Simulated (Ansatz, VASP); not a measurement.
**TiCo in two plane-wave programs**

One calculation is typed for both programs; each brings its own data sets. How far apart do they land? The cell is taken from a series of runs on this material, whose earlier steps may have relaxed, scaled, displaced or heated it; both programs get it as it stands.

Method: plane waves, with VASP 6.6.1 beside it; relaxation of cell and atoms at r2SCAN and relaxation of cell and atoms at r2SCAN with rVV10, in Ansatz 0.2.0.

## Step 1: The starting structure

It takes space group Pm-3m (No. 221, cubic). Conventional cell: a = 2.986 Å, b = 2.986 Å, c = 2.986 Å, α = 90.00°, β = 90.00°, γ = 90.00°. Ti has 8 Co at 2.59 Å nearest. Nearest to Co lie 8 Ti at 2.59 Å. Farther neighbours are not listed.

## Step 2: Ansatz: relaxation of cell and atoms, r2SCAN

Ansatz runs on its default PAW (the set named soft_2) files.

The relaxed volume is the usual yardstick between codes: in a stiff, nearly cubic crystal its relative difference is about their pressure difference at one cell divided by the bulk modulus.

Contents of input.yaml:

```yaml
crystal:
  lattice:
    - [2.98611099, 0.0, 0.0]
    - [0.0, 2.98611099, 0.0]
    - [0.0, 0.0, 2.98611099]
  atoms:
    - { symbol: Ti, position: [0.0, 0.0, 0.0] }
    - { symbol: Co, position: [0.5, 0.5, 0.5], spin: 3.0 }
kpoints:
  mp_grid: { grid: [12, 12, 12] }
hamiltonian:
  xc: r2scan
scf:
  occupations: { method: gaussian, width: 0.1 }
output:
  forces: true
  stress: true
  eigenvalues: true
  populations: true
basis:
  ecutwfc: 520.0
magnetization:
  spin_polarized: true
relax:
  adjacent_minimum: "off"
  f_tol: 0.005
  max_steps: 60
  cell: { stress_tol: 0.03 }
```

On the command line:

```console
> ansatz run input.yaml --threads 4 --pin off --max-ram 8192MiB --backend cpu --events-out ev --progress --plain --runs-dir out
```

Numbers of over 12 decimals in the logs are rounded to 6 here.

What it wrote:

```text
Engine: ansatz 0.2.0, x86_64-unknown-linux-gnu
Pseudopotentials: kind: paw
Pseudopotential: Ti, paw, valence charge 12, recommended cutoff 500 eV (meta_gga), Ti.paw.azcp
Pseudopotential: Co, paw, valence charge 17, recommended cutoff 500 eV (meta_gga), Co.paw.azcp
Functional definition: r2SCAN
  parameter k0 = 0.174
  parameter k1 = 0.065
  parameter a1 = 4.9479
  exchange = r2scan_x(k0 = k0, k1 = k1, a1 = a1)
  correlation = r2scan_c
Crystal: 2 atoms, lattice volume = 26.627 Å³
Basis set: ecut = 520 eV, 739 PW (Γ), exchange–correlation on 96×96×96 points (64 copies of the dense FFT grid, shifted against one another)
Bands: 20, of which v1, the nominal top of the filled ones, is band 15 counted from 1 (14 counted from 0)
Symmetry: 48 space group operations
Space group: Pm-3m (ITA 221), of the structure as read, at distance tolerance 3.0e-5 Å
Magnetic group: BNS 221.92 (UNI 1594), of the structure as read, at distance tolerance 3.0e-5 Å
k-points: 84 of 1728
Non-local potential: Ti, projectors of the file, l = 0: 3, l = 1: 2, l = 2: 3, l = 3: 1
Non-local potential: Co, projectors of the file, l = 0: 3, l = 1: 2, l = 2: 3, l = 3: 1
PAW form: soft (Blöchl's): semilocal exchange-correlation on the pseudo side does not see the compensation charge
PAW frozen core: Ti, regenerated for the run's functional (the file was generated under x = pbe(κ = 0.804, μ = 0.219515), c = pbe(β = 0.066725))
PAW frozen core: Co, regenerated for the run's functional (the file was generated under x = pbe(κ = 0.804, μ = 0.219515), c = pbe(β = 0.066725))
PAW one-centre angular grid: Ti, 590 points (default); XC on 160 Gauss nodes
PAW one-centre angular grid: Co, 590 points (default); XC on 160 Gauss nodes
Initial density: superposition of atomic densities (chi_scale 0.1, normalization cell)
Starting moments: Σ|m| = 3 μB on 1 of 2 sites
Initial wavefunctions: pseudopotential atomic-orbital guess
Functional: x = r2scan, c = r2scan; τ floored in thin density (d = 2e-4 eV/Å³)
SCF iter   1: F=—  HF=-7635.593954 eV  |F-HF|=—  |Δ(HF+E_count)|=         —  Δρ=8.59e-2 (↑8.59e-2 ↓3.71e-2)  dr2=1.80e0  dr2_τ=2.21e-2  dr2_m=4.92e-1  M=1.683 μB ∫|m|=2.866 μB  β_m=0.68  ethr=3.10e-3  ⟨swp⟩=3.9  Hψ=12536  notcnv=0
Mixer restart at iter 1: flushing history
preconditioner: auto → none  [metal: Δε(μ)=0.011 eV  Ē_g=6.188 eV  σ=0.100 eV  W_gap=0.06  n_scr=6 (ndim 8)  ℏωp=25.9 eV  f_vac=0.000  D(μ)=2.16/eV (n_scr^D=26)  sad-step TF]
SCF iter   2: F=—  HF=-7635.419190 eV  |F-HF|=—  |Δ(HF+E_count)|=   1.75e-1  Δρ=4.05e-2 (↑4.05e-2 ↓3.75e-2)  dr2=6.98e-1  dr2_τ=1.01e-2  dr2_m=2.17e-1  M=1.309 μB ∫|m|=2.858 μB  β_m=0.82  ethr=3.10e-3  ⟨swp⟩=2.5  Hψ=7010  notcnv=0  defer=102  κ⁻¹=1.0e0(r=1)
SCF iter   3: F=—  HF=-7635.901991 eV  |F-HF|=—  |Δ(HF+E_count)|=   4.83e-1  Δρ=1.95e-2 (↑1.95e-2 ↓1.62e-2)  dr2=6.69e-2  dr2_τ=3.67e-3  dr2_m=4.05e-2  M=1.060 μB ∫|m|=2.933 μB  β_m=1.00  ethr=2.41e-3  ⟨swp⟩=2.5  Hψ=5544  notcnv=0  defer=102  κ⁻¹=5.4e-1(r=2)
SCF iter   4: F=—  HF=-7636.480031 eV  |F-HF|=—  |Δ(HF+E_count)|=         —  Δρ=3.19e-2 (↑3.19e-2 ↓2.90e-2)  dr2=5.18e-2  dr2_τ=2.93e-3  dr2_m=1.95e-1  M=0.904 μB ∫|m|=2.506 μB  β_m=1.00  ethr=2.31e-4  ⟨swp⟩=2.5  Hψ=6515  notcnv=0  defer=115
Mixer restart at iter 4: flushing history
SCF iter   5: F=—  HF=-7636.741596 eV  |F-HF|=—  |Δ(HF+E_count)|=   2.62e-1  Δρ=5.17e-2 (↑1.94e-2 ↓5.17e-2)  dr2=9.02e-1  dr2_τ=2.84e-3  dr2_m=7.17e-2  M=0.879 μB ∫|m|=2.209 μB  β_m=1.00  ethr=1.72e-4  ⟨swp⟩=2.0  Hψ=6665  notcnv=0  defer=115
SCF iter   6: F=—  HF=-7636.779021 eV  |F-HF|=—  |Δ(HF+E_count)|=   3.74e-2  Δρ=2.15e-2 (↑2.15e-2 ↓1.10e-2)  dr2=1.82e-1  dr2_τ=1.98e-3  dr2_m=7.22e-3  M=0.886 μB ∫|m|=2.140 μB  β_m=1.00  ethr=1.72e-4  ⟨swp⟩=2.7  Hψ=8121  notcnv=0  defer=131  κ⁻¹=1.0e0(r=1)
SCF iter   7: F=—  HF=-7636.729628 eV  |F-HF|=—  |Δ(HF+E_count)|=   4.94e-2  Δρ=7.43e-3 (↑2.74e-3 ↓7.43e-3)  dr2=1.85e-2  dr2_τ=1.75e-4  dr2_m=3.26e-3  M=0.892 μB ∫|m|=2.088 μB  β_m=1.00  ethr=1.72e-4  ⟨swp⟩=2.1  Hψ=7005  notcnv=0  defer=132  κ⁻¹=1.0e-2(r=2)
SCF iter   8: F=—  HF=-7636.744095 eV  |F-HF|=—  |Δ(HF+E_count)|=   1.45e-2  Δρ=3.73e-3 (↑1.16e-3 ↓3.73e-3)  dr2=5.31e-3  dr2_τ=2.59e-5  dr2_m=7.67e-4  M=0.896 μB ∫|m|=2.024 μB  β_m=1.00  ethr=6.39e-5  ⟨swp⟩=1.5  Hψ=4556  notcnv=0  defer=132  κ⁻¹=2.2e-4(r=3)
[...]
SCF 2 converged in 8 iterations: F = -7636.759286 eV  dr2 = 1.43e-7
relax step   2: F+E_penalty+E_count = -7636.75928588 eV  Δ(F+E_penalty+E_count) = -3.342e-5 eV  max|allowed force component| = 1.032e-29 eV/Å  Δτ_max = 0.0000 Å  P = +0.025 GPa  Ω = 26.679 Å³  energy of the carried Pulay correction = -2.699e-5 eV  (8 SCF iters, dr2 threshold 2.00e-7 eV, accepted)
Initial wavefunctions: pseudopotential atomic-orbital guess (no wavefunctions were taken with the density)
[...]
preconditioner: auto → none  [metal: Δε(μ)=0.044 eV  Ē_g=5.238 eV  σ=0.100 eV  W_gap=0.24  n_scr=0 (ndim 8)  ℏωp=25.9 eV  f_vac=0.000  D(μ)=1.54/eV (n_scr^D=18)]
SCF iter   2: F=—  HF=-7636.759304 eV  |F-HF|=—  |Δ(HF+E_count)|=   2.28e-9  Δρ=5.18e-6 (↑3.52e-6 ↓5.18e-6)  dr2=1.27e-8  dr2_τ=3.24e-10  dr2_m=3.59e-10  M=0.892 μB ∫|m|=1.928 μB  β_m=1.00  ethr=1.77e-10  ⟨swp⟩=2.0  Hψ=4410  notcnv=0  κ⁻¹=1.0e0(r=1)
SCF iter   3: F=—  HF=-7636.759304 eV  |F-HF|=—  |Δ(HF+E_count)|=   8.31e-9  Δρ=2.76e-6 (↑2.21e-6 ↓2.76e-6)  dr2=8.06e-10  dr2_τ=7.90e-11  dr2_m=9.68e-10  M=0.892 μB ∫|m|=1.928 μB  β_m=1.00  ethr=4.39e-11  ⟨swp⟩=2.0  Hψ=4464  notcnv=0  κ⁻¹=3.8e-3(r=2)
SCF iter   4: F=—  HF=-7636.759305 eV  |F-HF|=—  |Δ(HF+E_count)|=   5.98e-9  Δρ=2.34e-6 (↑2.34e-6 ↓1.91e-6)  dr2=4.62e-10  dr2_τ=4.57e-11  dr2_m=7.32e-10  M=0.892 μB ∫|m|=1.928 μB  β_m=1.00  ethr=2.78e-12  ⟨swp⟩=2.0  Hψ=5813  notcnv=0  κ⁻¹=7.4e-4(r=3)
SCF iter   5: F=—  HF=-7636.759305 eV  |F-HF|=—  |Δ(HF+E_count)|=   1.21e-8  Δρ=1.29e-6 (↑4.82e-7 ↓1.29e-6)  dr2=5.26e-10  dr2_τ=4.23e-12  dr2_m=1.30e-10  M=0.892 μB ∫|m|=1.928 μB  β_m=1.00  ethr=1.59e-12  ⟨swp⟩=2.5  Hψ=6207  notcnv=0  κ⁻¹=1.2e-4(r=4)
SCF iter   6: F=—  HF=-7636.759305 eV  |F-HF|=—  |Δ(HF+E_count)|=   3.39e-9  Δρ=1.75e-6 (↑7.75e-7 ↓1.75e-6)  dr2=1.33e-9  dr2_τ=2.85e-12  dr2_m=7.36e-11  M=0.892 μB ∫|m|=1.928 μB  β_m=1.00  ethr=1.59e-12  ⟨swp⟩=2.0  Hψ=4933  notcnv=0  κ⁻¹=3.0e-5(r=5)
SCF iter   7: F=—  HF=-7636.759305 eV  |F-HF|=—  |Δ(HF+E_count)|=   3.61e-9  Δρ=9.95e-7 (↑5.41e-7 ↓9.95e-7)  dr2=4.19e-10  dr2_τ=2.40e-12  dr2_m=2.06e-11  M=0.892 μB ∫|m|=1.928 μB  β_m=1.00  ethr=1.59e-12  ⟨swp⟩=2.2  Hψ=5814  notcnv=0  κ⁻¹=2.2e-5(r=6)
SCF iter   8: F=—  HF=-7636.759305 eV  |F-HF|=—  |Δ(HF+E_count)|=  8.41e-10  Δρ=1.36e-7 (↑7.56e-8 ↓1.36e-7)  dr2=4.29e-12  dr2_τ=1.82e-13  dr2_m=8.94e-13  M=0.892 μB ∫|m|=1.928 μB  β_m=1.00  ethr=1.44e-12  ⟨swp⟩=2.0  Hψ=5785  notcnv=0  κ⁻¹=5.1e-6(r=7)
SCF iter   9: F=—  HF=-7636.759305 eV  |F-HF|=—  |Δ(HF+E_count)|=  2.27e-11  Δρ=9.78e-8 (↑3.81e-8 ↓9.78e-8)  dr2=3.04e-12  dr2_τ=5.21e-14  dr2_m=3.52e-13  M=0.892 μB ∫|m|=1.928 μB  β_m=1.00  ethr=1.00e-12  ⟨swp⟩=1.0  Hψ=3360  notcnv=0  κ⁻¹=9.7e-7(r=8)
SCF iter  10: F=—  HF=-7636.759305 eV  |F-HF|=—  |Δ(HF+E_count)|=  2.73e-11  Δρ=4.71e-8 (↑3.29e-8 ↓4.71e-8)  dr2=1.19e-12  dr2_τ=1.46e-14  dr2_m=1.49e-14  M=0.892 μB ∫|m|=1.928 μB  β_m=1.00  ethr=1.00e-12  ⟨swp⟩=1.1  Hψ=3375  notcnv=0  κ⁻¹=4.0e-6(r=8)
SCF iter  11: F=-7636.759305 eV  HF=-7636.759305 eV  |F-HF|=3.64e-12  |Δ(HF+E_count)|=  3.64e-12  Δρ=7.87e-8 (↑3.55e-8 ↓7.87e-8)  dr2=3.39e-12  dr2_τ=1.43e-14  dr2_m=1.18e-13  M=0.892 μB ∫|m|=1.928 μB  ethr=1.00e-12  ⟨swp⟩=4.0  Hψ=12222  notcnv=0
SCF 3 converged in 11 iterations: F = -7636.759305 eV  dr2 = 3.39e-12
relax step   3: F+E_penalty+E_count = -7636.75930452 eV  Δ(F+E_penalty+E_count) = -1.864e-5 eV  max|allowed force component| = 1.946e-29 eV/Å  Δτ_max = 0.0000 Å  P = +0.029 GPa  Ω = 26.679 Å³  stress off target by 2.90e-2 GPa  SCF on the basis re-selected at this cell (its energy is not comparable with the rows above)  (11 SCF iters)
basis re-selected at this cell: Δ(F+E_penalty+E_count) = -1.864e-5 eV, ΔP = +0.004 GPa vs the last step (what re-selecting the basis moved, of the pressure what is left beyond the Pulay correction that the steps carried, after the strain that the cell walked since its last selection, with what the two solves' SCF thresholds leave and, on support functions, any second-order correction that the steps lacked; it is no m [...]
SCF converged after 11 iterations
Stability not checked: this state was not tested for a lower state beside it, because the mixer in use, unlike msr1, does not test its closes by its own steps (another_mixer; see scf.mixing.algorithm and scf.lower_state_search)
Magnetization: 0.8920 μB (14.9460 up, 14.0540 down)
Absolute magnetization: 1.9279 μB (∫|ρ↑−ρ↓|, with the PAW one-centre terms)
Spin contamination: 0.3064 ħ² per cell (⟨S²⟩ above its minimum at these occupations)
Per-site moments (μB) at R_I (Å): [(-0.264397, 1.067446), (1.403483, 1.067446)]
Free energy (F): -7636.759305 eV
Harris-Foulkes:  -7636.759305 eV  (|F-HF|=3.64e-12)
Internal energy: -7636.751590 eV  (E = F + TS)
E sigma→0 (E₀):  -7636.755447 eV
Entropy (-TS):   -0.007715 eV (-3.857 meV/atom)
Fermi energy:    16.550779 eV
--- Per-component energies (eV) ---
  E_band       = -444.289159
  E_kinetic    = 729.267619
  E_local      = -3885.020048  (includes V_loc(G=0)·N_el)
  E_nonlocal   = 461.020057
  E_hartree    = 1639.319026
  E_xc         = -251.775649
  E_vxc        = -364.632872  (∫ρ·V_xc dr)
  E_paw        = -2580.428778  (= ΣΔE_a)
  E_vpaw       = -687.601119  (= ΣTr[D̂ρ^β])
  E_aug_tail   = 0.000087  (compensation charges beyond the density's cutoff)
  E_vtau       = 24.038962  (kinetic-family band-sum trace: ∫τ·v_τ [+ j·A + Jᵃ·Aᵃ] dr)
  E_ewald      = -3748.585240
  E_core_change = -0.548663  (= ΣΔE_core)
  E_smearing   = -0.007715  (= −TS)
  E_closure    = 0.000000  (closes the sum)
  Σ components = -7636.759305   (vs F -7636.759305, Δ=0.00e0)
--- Forces (eV/Å), atoms counted from 1 ---
  atom   1  Ti     0.00000000    -0.00000000     0.00000000
  atom   2  Co    -0.00000000    -0.00000000    -0.00000000
  max |Σ_I F_I| component: 3.68e-29 eV/Å
--- Stress (GPa, compression-positive) ---
        0.029002       0.000000      -0.000000
        0.000000       0.029002      -0.000000
       -0.000000      -0.000000       0.029002
  P = ⅓ Tr σ = 0.0290 GPa (0.290 kbar)
--- Band table (eV; the first three rows and the last of 168) ---
  k-point 0 ↑: bands = [... 11 lower, 14.2000, 14.2000, 14.2000, 17.1118, 17.1118, 19.4636, 19.4636, 19.4636, ... 1 higher]
  k-point 1 ↑: bands = [... 11 lower, 14.1878, 14.1878, 14.2190, 17.0645, 17.1296, 19.2734, 19.2734, 19.4398, ... 1 higher]
  k-point 2 ↑: bands = [... 11 lower, 14.1556, 14.1556, 14.2717, 16.9293, 17.1426, 18.8160, 18.8160, 19.3738, ... 1 higher]
  k-point 83 ↓: bands = [... 11 lower, 14.1976, 14.1976, 14.1976, 17.6730, 17.6730, 19.8080, 19.8080, 24.2196, ... 1 higher]
--- Relaxed structure (2 steps of the walk, 2 accepted, 1 SCFs on fresh bases) ---
  F+E_penalty+E_count = -7636.75930452 eV   max|allowed force component| = 1.946e-29 eV/Å   (the final SCF, on the basis selected at the relaxed cell)
  cell:  # Å, volume = 26.6793 Å³
    - [2.988074, 0, 0]
    - [0, 2.988074, 0]
    - [0, 0, 2.988074]
  atoms:
    - { symbol: Ti, position: [0, 0, 0] }
    - { symbol: Co, position: [0.5, 0.5, 0.5] }
--- Löwdin populations: 2 sites ---
  site symbol       q [e]    m [muB]
     0     Ti     11.8259    -0.3885
     1     Co     16.7554     1.3988
  spilling = 0.014438 (of n_electrons = 29.000000)
```

(Part 1 of 3 ends here.)

[Lines on the potential files, build, host, timing and source positions are cut from VASP's logs without a mark.]

[Logs are printed without paths, hosts, clocks, repeated set-up lines and the standing remarks that a program may print on its own settings, such as how far it seeks lower states.]

[Hosts, paths, dates, database ids (printed as entryN), source tags and the programs' standing remarks are cut or masked in the printed files.]
